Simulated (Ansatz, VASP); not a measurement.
**B5Ru: VASP beside Ansatz**

```
B Ru
1.0
     0.00000    2.92415    2.92415
     2.92415    0.00000    2.92415
     2.92415    2.92415    0.00000
B Ru
5 1
Direct
  0.36859 0.36859 0.36859
  0.36859 0.36859 0.89423
  0.36859 0.89423 0.36859
  0.89423 0.36859 0.36859
  0.00000 0.00000 0.00000
  0.75000 0.75000 0.75000
```

Alike in both runs: task single point; functional PBE; k mesh 6 × 6 × 6; occupations gaussian, width 0.1 eV; no spin polarisation.

|  | VASP | Ansatz |
| --- | --- | --- |
| version | VASP 6.6.1 | Ansatz 0.2.0 |
| potentials or method | VASP PAW PBE potentials, release 64 (B, Ru_pv) | scalar-relativistic, plane waves, PAW |
| plane-wave cutoff (eV) | 520 | 420 |
| valence electrons in the cell | 29 | 31 |

Ansatz gave:

- gap on the k mesh at the Fermi level (eV): none
- pressure (GPa): -27.5
- rms of the force components (eV/Å): 0.080

**Question.** Estimate VASP's values.

**Answer.** gap on the k mesh at the Fermi level (eV): none; pressure (GPa): -27.6; rms of the force components (eV/Å): 0.082.

Atom by atom the forces differ by 0.001 eV/Å (rms over components). A gap of «none» marks a metal or a gap that the smearing closes. The two sets of potentials don't hold the same shells in valence.

Caveats: so large a pressure means that the cell lies far from this level's equilibrium, or that cutoff or potentials fall short (VASP).
